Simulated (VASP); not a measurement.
Consider the following.

```
GeS2
1.0
    5.81716     0.00000     0.00000
    0.00000     5.81716     0.00000
    0.00000     0.00000     3.46968
Ge S
2 4
Direct
  0.00000   0.00000   0.00000
  0.50000   0.50000   0.50000
  0.30933   0.30933   0.00000
  0.80933   0.19067   0.50000
  0.19067   0.80933   0.50000
  0.69067   0.69067   0.00000
```

All values below come from PBEsol GGA, VASP's PBE PAW potentials (set 64) (plane waves; VASP). Numerical set-up: 400 eV cut-off, Gaussian smearing of 0.050 eV, potentials Ge_d S.

Q: Give the energies of bands 17 to 30 at the high-symmetry points, in eV from the Fermi level.

A: 
```csv
band,Γ,X,M,Z,R,A
17,-5.21,-3.59,-4.86,-5.60,-6.11,-6.01
18,-4.66,-3.59,-4.86,-5.60,-6.11,-6.01
19,-4.06,-3.46,-3.37,-4.69,-5.41,-4.08
20,-4.05,-3.46,-3.37,-4.69,-5.41,-4.08
21,-2.53,-2.65,-1.87,-3.42,-2.76,-3.30
22,-1.33,-2.65,-1.87,-3.42,-2.76,-3.30
23,-1.33,-1.18,-1.64,-1.96,-1.22,-1.56
24,-1.12,-1.18,-1.64,-1.96,-1.22,-1.56
25,-0.55,-0.98,-1.41,-1.93,-1.21,-1.01
26,-0.55,-0.98,-1.41,-1.93,-1.21,-1.01
27,0.23,0.73,0.52,0.45,1.35,0.12
28,1.03,0.73,0.52,0.45,1.35,0.12
29,3.11,3.28,4.07,4.77,2.15,4.52
30,3.11,3.28,4.07,4.77,2.15,4.54
```

It has no gap at this level: it comes out as a metal or semimetal.

The structure was generated: GeS2 was put into the rutile type (P4_2/mnm), which need not be its known phase. It was relaxed first, which changed the volume by +9 %.
